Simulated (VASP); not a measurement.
Consider the following.

```yaml
crystal:
  lattice:
    - [1.72266, 0.99458, 6.95442]
    - [-1.72266, 0.99458, 6.95442]
    - [0.00000, -1.98916, 6.95442]
  atoms:
    - { symbol: W, position: [0.00000, 0.00000, 0.00000] }
    - { symbol: Te, position: [0.24379, 0.24379, 0.24379] }
    - { symbol: Te, position: [0.75621, 0.75621, 0.75621] }
```

The numbers are results of PBEsol GGA, VASP's PBE PAW potentials (set 64) (plane waves; VASP), not measurements. Run with 400 eV cut-off, Gaussian smearing of 0.050 eV, potentials W_sv Te.

Problem. Give the energies of bands 7 to 16 at the high-symmetry points, in eV from the Fermi level.

Solution. 
| band | Γ | T | H2 | L | S0 | F |
|---|---|---|---|---|---|---|
| 7 | -7.27 | -5.75 | -5.98 | -6.87 | -5.94 | -7.16 |
| 8 | -2.51 | -4.40 | -5.46 | -5.70 | -5.37 | -5.69 |
| 9 | -2.51 | -2.48 | -4.91 | -4.69 | -5.10 | -3.79 |
| 10 | -1.89 | -2.48 | -4.50 | -3.04 | -4.44 | -2.90 |
| 11 | -1.27 | -0.61 | -3.20 | -2.62 | -3.35 | -2.76 |
| 12 | -0.56 | -0.55 | -3.00 | -2.02 | -3.00 | -2.29 |
| 13 | -0.56 | -0.55 | -0.29 | -0.53 | -0.26 | -0.98 |
| 14 | 1.62 | 1.37 | 0.50 | 1.35 | 0.64 | 1.21 |
| 15 | 1.62 | 1.37 | 1.04 | 1.70 | 0.88 | 1.35 |
| 16 | 3.77 | 4.07 | 2.75 | 2.50 | 2.53 | 2.50 |

It has no gap at this level: it comes out as a metal or semimetal.

The structure was generated: Te2W was put into the CdCl2 type (R-3m), which need not be its known phase. It was relaxed first, which changed the volume by -28 %.
